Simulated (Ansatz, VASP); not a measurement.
## Cs2Ba2H in VASP and in Ansatz

File INCAR:

```
SYSTEM = Cs2Ba2H
ALGO     = Normal         ! electronic algorithm
EDIFF    = 1E-6           ! SCF threshold, eV
ENCUT    = 520            ! plane-wave cutoff, eV
GGA      = PE             ! functional
ISIF     = 2              ! what is computed and relaxed
ISMEAR   = 0              ! smearing method
LASPH    = .True.         ! aspherical terms in the spheres
LCHARG   = .False.        ! write CHGCAR
LREAL    = .False.        ! projectors in reciprocal space
LWAVE    = .False.        ! write WAVECAR
NBANDS   = 28             ! bands
NELM     = 60             ! most SCF steps
PREC     = Accurate       ! precision mode
SIGMA    = 0.1            ! smearing width, eV
```

KPOINTS

```
k-points
0
Gamma
  3 3 4
  0 0 0
```

The input POSCAR:

```
Cs2Ba2H
1.0
    5.8184624600      0.0000000000      0.0000000000
   -2.9092312300      5.0389363100      0.0000000000
    0.0000000000      0.0000000000      6.1115395600
Cs Ba H
2 2 1
Direct
    0.3333333300      0.6666666700      0.5000000000
    0.6666666700      0.3333333300      0.5000000000
    0.3333333300      0.6666666700      0.0000000000
    0.6666666700      0.3333333300      0.0000000000
    0.0000000000      0.0000000000      0.0000000000
```

Input for Ansatz:

```yaml
crystal:
  lattice:
    - [5.81846246, 0.0, 0.0]
    - [-2.90923123, 5.03893631, 0.0]
    - [0.0, 0.0, 6.11153956]
  atoms:
    - { symbol: Cs, position: [0.33333333, 0.66666667, 0.5] }
    - { symbol: Cs, position: [0.66666667, 0.33333333, 0.5] }
    - { symbol: Ba, position: [0.33333333, 0.66666667, 0.0] }
    - { symbol: Ba, position: [0.66666667, 0.33333333, 0.0] }
    - { symbol: H, position: [0.0, 0.0, 0.0] }
basis:
  ecutwfc: 420
kpoints:
  mp_grid: { grid: [3, 3, 4] }
hamiltonian:
  xc: pbe
scf:
  occupations: { method: gaussian, width: 0.1 }
  lower_state_search: "off"
output:
  forces: true
  stress: true
  eigenvalues: true
```

Alike in both runs: task single point; functional PBE; k mesh 3 × 3 × 4; occupations gaussian, width 0.1 eV; no spin polarisation.

|  | VASP | Ansatz |
| --- | --- | --- |
| version | VASP 6.6.1 | Ansatz 0.2.0 |
| potentials or method | VASP PAW PBE potentials, release 64 (Cs_sv, Ba_sv, H) | scalar-relativistic, plane waves, PAW |
| plane-wave cutoff (eV) | 520 | 420 |
| valence electrons in the cell | 39 | 39 |

|  | VASP | Ansatz | Ansatz less VASP |
| --- | --- | --- | --- |
| gap on the k mesh at the Fermi level (eV) | none | none | - |
| pressure (GPa) | 7.0 | 6.2 | -0.72 |
| largest component of the traceless stress (GPa) | 8.09 | 7.37 | -0.714 |

A gap of «none» marks a metal or a gap that the smearing closes.

Caveats: the k mesh is coarse (spacing up to 0.42 Å⁻¹), so the values aren't converged. The runs have no spin-orbit coupling, so splittings on Ba, Cs are missing.
